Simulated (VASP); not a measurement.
## Li4FeN2 under changes of volume

One of the cells (13.543 Å³/atom); the others are scaled copies at fixed shape and fractional positions:

```
Fe N Li
1.0
    -1.81521    3.18357    4.10112
     1.81521   -3.18357    4.10112
     1.81521    3.18357   -4.10112
Fe N Li
1 2 4
Direct
  0.00000 0.00000 0.00000
  0.22320 0.22320 0.00000
  0.77680 0.77680 0.00000
  0.91742 0.25166 0.66576
  0.08258 0.74834 0.33424
  0.41410 0.74834 0.66576
  0.58590 0.25166 0.33424
```

The cell comes from a database or a generator and needn't be the stable form of this composition.

```yaml
Program: VASP 6.6.1
Functional: PBE
Potentials_or_basis: VASP PAW PBE potentials, release 64 (Fe, N, Li_sv)
Cutoff: 520 eV
k_mesh: 9 × 9 × 9
Occupations: fermi-dirac, width 0.05 eV
Spin: collinear spin, ferromagnetic start
Starting_moments: "[3.0, 0.0, 0.0, 0.0, 0.0, 0.0, 0.0] μB"
```

| volume (Å³/atom) | energy over the lowest point (meV/atom) | moment (μB per cell) | largest force (eV/Å) |
| --- | --- | --- | --- |
| 12.480 | 7.52 | 3.39 | 0.652 |
| 12.746 | 2.57 | 3.47 | 0.435 |
| 13.012 | 0.00 | 3.54 | 0.226 |
| 13.543 | 1.23 | 3.65 | 0.163 |
| 13.808 | ? | ? | ? |
| 14.074 | 9.74 | 3.73 | 0.509 |

Problem. What does the run at 13.808 Å³/atom give?

Solution. Energy over the lowest point 4.66 meV/atom; moment 3.69 μB per cell; largest force 0.341 eV/Å.

Worked out: A Birch-Murnaghan fit of order 3 (a polynomial in V^(-2/3)) to the other rows has its minimum at 13.19 Å³/atom with B0 = V·E''(V) = 61 GPa and B' = 3.5 at fixed shape and positions, which overstates the stiffness. It gives 4.65 meV/atom at 13.808 Å³/atom, against the run's 4.66. A parabola through the other rows of the moment, of slope 0.147 μB per Å³/atom there, gives 3.69 μB, against the run's 3.69.

Energies are extrapolated to zero smearing.

Caveats: the cutoff is under 1.25 times the usual one of these potentials, so pressure, stress and relaxed cells hold a basis-set (Pulay) error; a cell with one magnetic atom can't hold antiferromagnetic order, which such compounds often take.
